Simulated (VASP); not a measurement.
VASP runs on GaN (space group P6_3mc) share one base input (PBE GGA, plane waves, VASP's PBE PAW potentials (set 64)) and change the settings named in each case.

### POSCAR
```
GaN
1
    3.1972000000     0.0000000000     0.0000000000
   -1.5986000000     2.7688560000     0.0000000000
    0.0000000000     0.0000000000     5.2070000000
Ga N
2 2
Direct
  0.6666670000   0.3333330000   0.5912000000
  0.3333330000   0.6666670000   0.0912000000
  0.6666670000   0.3333330000   0.9688000000
  0.3333330000   0.6666670000   0.4688000000
```

**INCAR**
```
SYSTEM = GaN
PREC = Accurate
ENCUT = 400
EDIFF = 1E-6
NELM = 100
ALGO = Normal
LREAL = .FALSE.
LASPH = .TRUE.
ISMEAR = -1
SIGMA = 0.05
GGA = PE
LMAXMIX = 4
LWAVE = .FALSE.
LCHARG = .FALSE.
ISIF = 2
```

File KPOINTS:
```
kpoints
0
G
  6 6 4
0 0 0
```

POTCAR, in this order: Ga_d N (PBE.64 set). Program: vasp_std.

| change | E(σ→0) (eV/atom) | pressure (GPa) |
|---|---|---|
| base run | -6.0778 | 0.19 |
| GGA = PS | -6.5646 | -6.17 |
| GGA_COMPAT = .FALSE., LNONCOLLINEAR = .TRUE., LSORBIT = .TRUE., MAGMOM = 0.0 0.0 0.0 0.0 0.0 0.0 0.0 0.0 0.0 0.0 0.0 0.0, program vasp_ncl | -6.0805 | 0.21 |
| KPOINTS 2×2×1 Γ-centred mesh | -5.7743 | -0.98 |
 Energies of different potentials or functionals have different zeros.  At 400 eV the pressure can carry a Pulay error.

Left out are runs that ran out of time, are held back, or changed the cell or the kind of run, fixed moments of cells without a moment, rows past the twelfth, gaps on odd meshes, pressures of charged cells and columns that move by less than the noise.

The structure comes from a measured GaN entry (P6_3mc) of the Crystallography Open Database, whose conditions weren't checked. The cell was not relaxed at this level.
